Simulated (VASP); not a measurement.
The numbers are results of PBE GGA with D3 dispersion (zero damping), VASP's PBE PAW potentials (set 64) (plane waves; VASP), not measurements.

The input files of a VASP run:

### POSCAR
```
Na
1
   -2.1030868199     2.1030868199     2.1030868199
    2.1030868199    -2.1030868199     2.1030868199
    2.1030868199     2.1030868199    -2.1030868199
Na
1
Direct
  0.0000000000   0.0000000000   0.0000000000
```

**KPOINTS**
```
Automatic mesh
0
Gamma
12 12 12
0 0 0
```

**INCAR**
```
ALGO = Normal
EDIFF = 1E-7
ENCUT = 520
GGA = PE
ISIF = 2
ISMEAR = 1
IVDW = 11
LASPH = .True.
LCHARG = .False.
LREAL = .False.
LWAVE = .False.
NELM = 100
PREC = Accurate
SIGMA = 0.1
SYSTEM = Na
```

POTCAR, in this order: Na_pv (PBE.64 set). Program: vasp_std.

Output of the run:

**OUTCAR**
```
 ion  position               nearest neighbor table
   1  0.000  0.000  0.000-
  LATTYP: Found a body centered cubic cell.
 ALAT       =     4.2061736398
 Subroutine PRICEL returns:
 Original cell was already a primitive cell.
 Subroutine GETGRP returns: Found 48 space group operations
The static configuration has the point symmetry O_h .
The dynamic configuration has the point symmetry O_h .
 Subroutine INISYM returns: Found 48 space group operations
 Subroutine IBZKPT returns following result:
 Found     72 irreducible k-points:

 Following reciprocal coordinates:
            Coordinates               Weight
  0.000000  0.000000  0.000000      1.000000
  0.083333  0.000000  0.000000     12.000000
  0.166667  0.000000  0.000000     12.000000
  0.250000  0.000000  0.000000     12.000000
  0.333333  0.000000  0.000000     12.000000
  0.416667  0.000000  0.000000     12.000000
  0.500000  0.000000  0.000000      6.000000
  0.083333  0.083333  0.000000     24.000000
  0.166667  0.083333 -0.000000     48.000000
  0.250000  0.083333 -0.000000     48.000000
...
```

OSZICAR:
```
       N       E                     dE             d eps       ncg     rms          rms(c)
DAV:   1     0.198373462320E+02    0.19837E+02   -0.38867E+03  1008   0.817E+02
DAV:   2    -0.904715043731E+00   -0.20742E+02   -0.20734E+02  1064   0.138E+02
DAV:   3    -0.130559271144E+01   -0.40088E+00   -0.40088E+00  1337   0.271E+01
DAV:   4    -0.130890870194E+01   -0.33160E-02   -0.33160E-02  1239   0.219E+00
DAV:   5    -0.130894651641E+01   -0.37814E-04   -0.37814E-04  1274   0.201E-01    0.205E-01
DAV:   6    -0.130856593055E+01    0.38059E-03   -0.54714E-04  1218   0.374E-01    0.137E-01
DAV:   7    -0.130830305416E+01    0.26288E-03   -0.11164E-03  1113   0.449E-01    0.159E-02
DAV:   8    -0.130829578201E+01    0.72721E-05   -0.47958E-05  1274   0.156E-01    0.221E-03
DAV:   9    -0.130829598746E+01   -0.20545E-06   -0.20602E-07  1127   0.630E-03    0.101E-03
DAV:  10    -0.130829594427E+01    0.43196E-07   -0.60442E-08  1064   0.347E-03
   1 F= -.14658235E+01 E0= -.14655617E+01  d E =-.785283E-03
```

File OUTCAR:
```
------------------------ aborting loop because EDIFF is reached ----------------------------------------
 Edisp (eV)   -0.15753
  FORCE on cell =-STRESS in cart. coord.  units (eV):
  Direction    XX          YY          ZZ          XY          YZ          ZX
  --------------------------------------------------------------------------------------
  Total      -0.05409    -0.05409    -0.05409     0.00000     0.00000    -0.00000
  in kB      -2.32906    -2.32906    -2.32906     0.00000     0.00000    -0.00000
  external pressure =       -2.33 kB  Pullay stress =        0.00 kB
  volume of cell :       37.21
      direct lattice vectors                 reciprocal lattice vectors
    -2.103086820  2.103086820  2.103086820     0.000000000  0.237745772  0.237745772
     2.103086820 -2.103086820  2.103086820     0.237745772  0.000000000  0.237745772
     2.103086820  2.103086820 -2.103086820     0.237745772  0.237745772  0.000000000
 POSITION                                       TOTAL-FORCE (eV/Angst)
 -----------------------------------------------------------------------------------
      0.00000      0.00000      0.00000         0.000000      0.000000      0.000000
 -----------------------------------------------------------------------------------
    total drift:                                0.000000      0.000000      0.000000
  FREE ENERGIE OF THE ION-ELECTRON SYSTEM (eV)
  ---------------------------------------------------
  free  energy   TOTEN  =        -1.4658234504 eV

  energy  without entropy=       -1.4650381675  energy(sigma->0) =       -1.46556169
```
(Selected blocks of OUTCAR.)

File OUTCAR:
```
 val. band max:        0.2469640941   @ k =  -0.3333   0.4167   0.1667

 cond. band min:       0.3586522219   @ k =   0.3333   0.1667   0.0000


 Fermi energy:         0.2772655636

 k-point     1 :       0.0000    0.0000    0.0000
  band No.  band energies     occupation
      1     -24.5859      2.00000
      2     -24.5859      2.00000
      3     -24.5859      2.00000
      4      -2.9519      2.00000
      5      12.0271      0.00000
      6      12.0271      0.00000
      7      12.0271      0.00000

 k-point     2 :       0.0833    0.0000    0.0000
  band No.  band energies     occupation
      1     -24.5883      2.00000
      2     -24.5867      2.00000
      3     -24.5859      2.00000
      4      -2.8298      2.00000
      5      10.5288      0.00000
      6      11.3074      0.00000
      7      11.5754      0.00000

 k-point     3 :       0.1667    0.0000    0.0000
  band No.  band energies     occupation
      1     -24.5948      2.00000
      2     -24.5889      2.00000
      3     -24.5859      2.00000
      4      -2.4653      2.00000
      5       8.3585      0.00000
      6      10.3398      0.00000
      7      10.8621      0.00000

 k-point     4 :       0.2500    0.0000    0.0000
  band No.  band energies     occupation
      1     -24.6036      2.00000
      2     -24.5919      2.00000
      3     -24.5859      2.00000
      4      -1.8634      2.00000
      5       6.3203      0.00000
      6       9.5469      0.00000
      7      10.2529      0.00000

 k-point     5 :       0.3333    0.0000    0.0000
  band No.  band energies     occupation
      1     -24.6123      2.00000
      2     -24.5949      2.00000
      3     -24.5859      2.00000
      4      -1.0323      2.00000
      5       4.4612      0.00000
      6       8.9723      0.00000
      7       9.8080      0.00000

 k-point     6 :       0.4167    0.0000    0.0000
  band No.  band energies     occupation
      1     -24.6187      2.00000
...
```

The compound is Na in the bcc structure. This cell is one point of a volume scan, at 1.03 of the reference volume.
